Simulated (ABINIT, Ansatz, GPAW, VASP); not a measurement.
Code comparison for Ta (Im-3m, 1 atom in the cell)

Self-consistent single point.

```
Ta
1.0
   -1.65000     1.65000     1.65000
    1.65000    -1.65000     1.65000
    1.65000     1.65000    -1.65000
Ta
1
Cartesian
  0.00000   0.00000   0.00000
```

Shared settings, as Ansatz (a quantum-chemistry and plane-wave program) writes them: kpoints.mp_grid.grid = 5 5 5; scf.occupations.method = fermi_dirac; scf.occupations.width = 0.05 eV. Potentials and cutoffs stand in the table.

| code | model | pressure (GPa) | cutoff |
|---|---|---|---|
| GPAW | PBE, GPAW PAW datasets PBE (gpaw-data 1.0.1) | 6.54 | 600 eV |
| VASP | PBE, VASP's PBE PAW potentials (set 64) | 5.86 | 300 eV |
| Ansatz | PBE, default PAW files | 6.28 | 420 eV |
| ABINIT | PBE, norm-conserving pseudopotentials (PseudoDojo nc-sr-05 PBE standard) | 6.27 | 58 Ry |

On Ansatz's run: spin-orbit coupling is off. Spin polarisation is off.

The spread over the programs that give each value: pressure within 0.68 GPa.

Ansatz's pressure is given at a fixed set of plane waves, as the other plane-wave codes print theirs; with its correction for the finite basis it is 6.34 GPa.

On the base mesh (14 14 14) the same programs gave: GPAW pressure 3.82 GPa; Ansatz pressure 3.50 GPa; ABINIT pressure 3.51 GPa; VASP pressure 3.09 GPa.

The values differ from the base mesh's, so the mesh still matters here: the table compares the programs at equal settings.

VASP's run is marked for a possible Pulay error in its stress at this cutoff; no cutoff test was made.

The starting cell has typed, rounded lattice constants, without a prior relaxation at this level.

Left out of this page: Quantum ESPRESSO, Elk, FLEUR and SIESTA (not drawn, or without a comparable value).

Keys are those of Ansatz 0.2.
